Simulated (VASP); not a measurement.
**GaBiC2: relaxation of the atoms with LDA**

GaBiC2:

```
Ga Bi C
1.0
     4.21365    0.00000    0.00000
    -2.10682    3.64913    0.00000
     0.00000    0.00000    5.59964
Ga Bi C
1 1 2
Direct
  0.00000 0.00000 0.50000
  0.00000 0.00000 0.00000
  0.33333 0.66667 0.00000
  0.66667 0.33333 0.00000
```

The cell was built by a generator and needn't be a form met in nature.

```json
{"Program": "VASP 6.6.1", "Task": "relaxation of the atoms", "Functional": "LDA", "Potentials or basis": "VASP PAW LDA potentials, release 64 (Ga_d, Bi_d, C)", "Cutoff": "520 eV", "k mesh": "7 × 7 × 5", "Occupations": "gaussian, width 0.05 eV", "Spin": "no spin polarisation", "Further INCAR settings": "ALGO = Normal; EDIFF = 1e-07; IBRION = 2; EDIFFG = -0.01; NSW = 40"}
```

```yaml
Pressure_after_relaxing: -1.0 GPa
Band_gap_on_the_k_mesh: none (metal or under the smearing width)
```

Stress tensor (GPa, compression positive):
```
-2.27  0.00  0.00
 0.00 -2.27  0.00
 0.00  0.00  1.58
```

Final structure:
```
CELL_PARAMETERS angstrom
4.21365 0.00000 0.00000
-2.10682 3.64913 0.00000
0.00000 0.00000 5.59964
ATOMIC_POSITIONS crystal
Ga 0.00000 0.00000 0.50000
Bi 0.00000 0.00000 0.00000
C 0.33333 0.66667 0.00000
C 0.66667 0.33333 0.00000
```

Levels at points of the mesh, in eV from the Fermi level:
```tsv
k point	band 16	band 17	band 18	band 19	band 20	band 21
(0.00, 0.00, 0.00)	-2.72	-2.72	-2.67	-2.67	0.95	1.31
```

Run time: 44 s on 1 thread of Intel(R) Xeon(R) Platinum 8488C (Sapphire Rapids), with other jobs on the host, peak memory 0.19 GiB.

Caveat: the relaxation stopped at its first step, so nothing moved; spin-orbit coupling is left out, which moves the levels of the heavy elements.
